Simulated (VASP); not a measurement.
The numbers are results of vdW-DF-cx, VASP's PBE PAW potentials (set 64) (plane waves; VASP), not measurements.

A VASP calculation is set up with these files.

**INCAR**
```
LASPH = T   # aspherical one-centre terms
ENCUT = 520   # plane-wave cut-off (eV)
AGGAC = 0.0
NELM = 100
PREC = Accurate
GGA = CX
SYSTEM = GaP
ALGO = Normal
LUSE_VDW = T
LWAVE = F
ISIF = 2   # forces and stress, cell fixed
ISMEAR = -5   # tetrahedra, Bloechl
EDIFF = 1E-7   # SCF stop (eV)
NEDOS = 601   # DOS grid
LMAXMIX = 4   # l cut-off of mixed one-centre charges
LCHARG = T
LREAL = F
LORBIT = 11
```

**POSCAR**
```
GaP
1.0
  0.0000000000   2.7250000000   2.7250000000
  2.7250000000   0.0000000000   2.7250000000
  2.7250000000   2.7250000000   0.0000000000
Ga P
1 1
direct
  0.0000000000   0.0000000000   0.0000000000
  0.2500000000   0.2500000000   0.2500000000
```

File KPOINTS:
```
Automatic
0
G
 9 9 9
```

POTCAR, in this order: Ga_d P (PBE.64 set). Program: vasp_std.

The resulting files:

**OSZICAR**
```
       N       E                     dE             d eps       ncg     rms          rms(c)
DAV:   1     0.845640322459E+02    0.84564E+02   -0.94068E+03   918   0.199E+03
DAV:   2     0.147270952963E+01   -0.83091E+02   -0.80512E+02   990   0.328E+02
DAV:   3    -0.479245522195E+01   -0.62652E+01   -0.62339E+01  1135   0.757E+01
DAV:   4    -0.491186529382E+01   -0.11941E+00   -0.11933E+00  1104   0.114E+01
DAV:   5    -0.491474187496E+01   -0.28766E-02   -0.28763E-02  1159   0.142E+00    0.416E+00
DAV:   6    -0.469310295060E+01    0.22164E+00   -0.41007E-01  1401   0.127E+01    0.271E+00
DAV:   7    -0.466194245035E+01    0.31161E-01   -0.97736E-02  1204   0.257E+00    0.104E+00
DAV:   8    -0.466097590417E+01    0.96655E-03   -0.12126E-02  1055   0.159E+00    0.149E-01
DAV:   9    -0.466125122324E+01   -0.27532E-03   -0.11188E-03  1161   0.554E-01    0.726E-02
DAV:  10    -0.466129170767E+01   -0.40484E-04   -0.83243E-05  1177   0.979E-02    0.369E-02
DAV:  11    -0.466133845007E+01   -0.46742E-04   -0.62708E-05   980   0.772E-02    0.372E-03
DAV:  12    -0.466133845665E+01   -0.65820E-08   -0.20448E-06  1191   0.218E-02    0.348E-03
DAV:  13    -0.466133880783E+01   -0.35118E-06   -0.65982E-07   990   0.691E-03    0.172E-03
DAV:  14    -0.466133876656E+01    0.41273E-07   -0.21984E-08   665   0.217E-03
   1 F= -.46613388E+01 E0= -.46613388E+01  d E =0.000000E+00
```

OUTCAR:
```
------------------------ aborting loop because EDIFF is reached ----------------------------------------
  FORCE on cell =-STRESS in cart. coord.  units (eV):
  Direction    XX          YY          ZZ          XY          YZ          ZX
  --------------------------------------------------------------------------------------
  Total       -0.0031039     -0.0031039     -0.0031039     -0.0000000      0.0000000     -0.0000000
  in kB       -0.1228831     -0.1228831     -0.1228831     -0.0000000      0.0000000     -0.0000000
  external PRESSURE =      -0.1228831 kB  Pullay stress =       0.0000000 kB
  volume of cell :       40.47
      direct lattice vectors                 reciprocal lattice vectors
     0.000000000  2.725000000  2.725000000    -0.183486239  0.183486239  0.183486239
     2.725000000  0.000000000  2.725000000     0.183486239 -0.183486239  0.183486239
     2.725000000  2.725000000  0.000000000     0.183486239  0.183486239 -0.183486239
  FREE ENERGIE OF THE ION-ELECTRON SYSTEM (eV)
  ---------------------------------------------------
  free  energy   TOTEN  =        -4.6613387666 eV

  energy  without entropy=       -4.6613387666  energy(sigma->0) =       -4.66133877

 total charge

# of ion       s       p       d       tot
------------------------------------------
    1        0.866   0.856  10.012  11.733
    2        1.018   1.514   0.000   2.532
--------------------------------------------------
tot          1.883   2.369  10.012  14.265
```
(Selected blocks of OUTCAR.)

The compound is GaP in the zinc blende structure. The cell was not relaxed at this level.
